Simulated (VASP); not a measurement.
RuS:

```
Ru S
1.0
     0.00000    2.54676    2.54676
     2.54676    0.00000    2.54676
     2.54676    2.54676    0.00000
Ru S
1 1
Cartesian
  2.5468 2.5468 2.5468
  0.0000 0.0000 0.0000
```

The cell comes from a database or a generator and needn't be the stable form of this composition.

Base run:

| Item | Value |
| --- | --- |
| Program | VASP 6.6.1 |
| Functional | r2SCAN |
| Potentials or basis | VASP PAW PBE potentials, release 64 (Ru_pv, S) |
| Cutoff | 520 eV |
| k mesh | 6 × 6 × 6 |
| Occupations | gaussian, width 0.05 eV |
| Spin | collinear spin, zero start |
| Starting moments | [0.0, 0.0] μB |
| Hubbard terms | Ru d U = 6 eV |

Its results: band gap on the k mesh 1.25 eV, indirect (least direct gap 1.59 eV); pressure 2.1 GPa; net moment 0.00 μB per cell.

The run is repeated on the same cell with these changes: spin from collinear spin, zero start to collinear spin, random start; moments at the start from [0.0, 0.0] to [-0.24, 0.0]. What comes out?

Band gap on the k mesh none (metal or under the smearing width); pressure 17.1 GPa; net moment -3.93 μB per cell; site moments Ru -3.50; S -0.31 μB.

Caveats: the PAW data sets were made with another functional, which shifts forces and pressure a little.

A k mesh can miss the band edges.

Not every run made on this cell is shown here.
